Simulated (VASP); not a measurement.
These are PBEsol GGA, VASP's PBE PAW potentials (set 64) (plane waves; VASP 6.6.1) values and carry that method's errors.

VASP input:

KPOINTS:
```
Automatic
0
G
8 8 8
0 0 0
```

### INCAR
```
! general
SYSTEM  = NaI
PREC    = Accurate
ENCUT   = 480
LREAL   = .FALSE.
LASPH   = .TRUE.

! electronic loop
EDIFF   = 1E-7
NELM    = 100
ALGO    = Normal
LMAXMIX = 4

! smearing
ISMEAR  = 0
SIGMA   = 0.05

! functional
GGA     = PS

! ions
IBRION  = 2
NSW     = 30
ISIF    = 2
EDIFFG  = -0.01

! output
LWAVE   = .FALSE.
LCHARG  = .FALSE.
```

**POSCAR**
```
NaI
1.0
  0.0000000000   3.1820232230   3.1820232230
  3.1820232230   0.0000000000   3.1820232230
  3.1820232230   3.1820232230   0.0000000000
Na I
1 1
direct
  0.0000000000   0.0000000000   0.0000000000
  0.5000000000   0.5000000000   0.5000000000
```

POTCAR, in this order: Na_pv I (PBE.64 set). Program: vasp_std.

Output

**OSZICAR**
```
       N       E                     dE             d eps       ncg     rms          rms(c)
DAV:   1     0.756157877223E+02    0.75616E+02   -0.65805E+03   646   0.109E+03
DAV:   2     0.457872114765E+00   -0.75158E+02   -0.71995E+02   737   0.230E+02
DAV:   3    -0.555203904039E+01   -0.60099E+01   -0.59787E+01   761   0.664E+01
DAV:   4    -0.572774617768E+01   -0.17571E+00   -0.17562E+00   784   0.121E+01
DAV:   5    -0.573274526536E+01   -0.49991E-02   -0.49990E-02   749   0.199E+00    0.145E+00
DAV:   6    -0.567730627649E+01    0.55439E-01   -0.75696E-02   731   0.243E+00    0.973E-01
DAV:   7    -0.566751808283E+01    0.97882E-02   -0.57450E-02   779   0.181E+00    0.504E-01
DAV:   8    -0.566837111733E+01   -0.85303E-03   -0.32217E-03   674   0.678E-01    0.944E-02
DAV:   9    -0.566834280801E+01    0.28309E-04   -0.10250E-04   746   0.141E-01    0.268E-02
DAV:  10    -0.566834752539E+01   -0.47174E-05   -0.21457E-05   751   0.657E-02    0.550E-03
DAV:  11    -0.566834766309E+01   -0.13770E-06   -0.23070E-06   707   0.191E-02    0.176E-03
DAV:  12    -0.566834773942E+01   -0.76336E-07   -0.27204E-07   713   0.398E-03
   1 F= -.56683477E+01 E0= -.56683477E+01  d E =-.566835E+01
```

OUTCAR:
```
------------------------ aborting loop because EDIFF is reached ----------------------------------------
  FORCE on cell =-STRESS in cart. coord.  units (eV):
  Direction    XX          YY          ZZ          XY          YZ          ZX
  --------------------------------------------------------------------------------------
  Total        0.1385966      0.1385966      0.1385966      0.0000000     -0.0000000     -0.0000000
  in kB        3.4460618      3.4460618      3.4460618      0.0000000     -0.0000000     -0.0000000
  external PRESSURE =       3.4460618 kB  Pullay stress =       0.0000000 kB
  volume of cell :       64.44
      direct lattice vectors                 reciprocal lattice vectors
     0.000000000  3.182023223  3.182023223    -0.157132731  0.157132731  0.157132731
     3.182023223  0.000000000  3.182023223     0.157132731 -0.157132731  0.157132731
     3.182023223  3.182023223  0.000000000     0.157132731  0.157132731 -0.157132731
  FREE ENERGIE OF THE ION-ELECTRON SYSTEM (eV)
  ---------------------------------------------------
  free  energy   TOTEN  =        -5.6683477394 eV

  energy  without entropy=       -5.6683477394  energy(sigma->0) =       -5.66834774

 reached required accuracy - stopping structural energy minimisation
```
(Selected blocks of OUTCAR.)

The compound is NaI in the rock salt structure. This cell was strained or had an atom moved on purpose.
